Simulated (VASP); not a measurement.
OSZICAR of a VASP run on WS₂ (space group P6_3/mmc):

**OSZICAR**
```
       N       E                     dE             d eps       ncg     rms          rms(c)
DAV:   1     0.449127061772E+03    0.44913E+03   -0.21342E+04  2216   0.114E+03
DAV:   2    -0.168951889251E+02   -0.46602E+03   -0.45326E+03  2346   0.376E+02
DAV:   3    -0.502564886809E+02   -0.33361E+02   -0.32903E+02  2414   0.996E+01
DAV:   4    -0.513653130499E+02   -0.11088E+01   -0.11035E+01  2472   0.176E+01
DAV:   5    -0.513973349152E+02   -0.32022E-01   -0.31978E-01  2544   0.296E+00    0.385E+01
DAV:   6    -0.490600308662E+02    0.23373E+01   -0.13505E+01  2416   0.218E+01    0.176E+01
DAV:   7    -0.488259940178E+02    0.23404E+00   -0.37758E+00  2378   0.924E+00    0.664E+00
DAV:   8    -0.487134954443E+02    0.11250E+00   -0.55115E-01  2546   0.449E+00    0.206E+00
DAV:   9    -0.487147276340E+02   -0.12322E-02   -0.74927E-02  2572   0.135E+00    0.107E+00
DAV:  10    -0.487124646060E+02    0.22630E-02   -0.98339E-03  2538   0.618E-01    0.444E-01
DAV:  11    -0.487124837471E+02   -0.19141E-04   -0.37264E-03  2686   0.367E-01    0.104E-01
DAV:  12    -0.487124773124E+02    0.64347E-05   -0.82431E-04  2506   0.173E-01    0.569E-02
DAV:  13    -0.487124816305E+02   -0.43180E-05   -0.51694E-05  2474   0.492E-02    0.190E-02
DAV:  14    -0.487124910096E+02   -0.93791E-05   -0.23788E-05  2540   0.264E-02    0.115E-02
DAV:  15    -0.487124913811E+02   -0.37147E-06   -0.34302E-06  2180   0.128E-02
   1 F= -.48712491E+02 E0= -.48712491E+02  d E =-.962843E-11  mag=    -0.0000    -0.0000     0.0000
```

Question: Which electronic solver shows in the log?

Answer: It is blocked Davidson (ALGO = Normal, or the opening steps of other solvers). The INCAR had ALGO = Normal.

Question: How was spin treated?

Answer: With non-collinear spinors: mag has three components.

Question: Can the final energy be trusted as converged?

Answer: The calculation finished and met its thresholds. It stopped with EDIFF = 1E-6, NELM = 100 (PBE GGA with spin-orbit coupling, plane waves, VASP's PBE PAW potentials (set 64)).

The structure is a typed WS2 crystal (P6_3/mmc). The cell was not relaxed at this level. The run is one of a series of settings (GGA_COMPAT = .FALSE., LNONCOLLINEAR = .TRUE., LSORBIT = .TRUE., MAGMOM = 0.0 0.0 0.0 0.0 0.0 0.0 0.0 0.0 0.0 0.0 0.0 0.0 0.0 0.0 0.0 0.0 0.0 0.0, program vasp_ncl against the base run), some of them coarse on purpose.
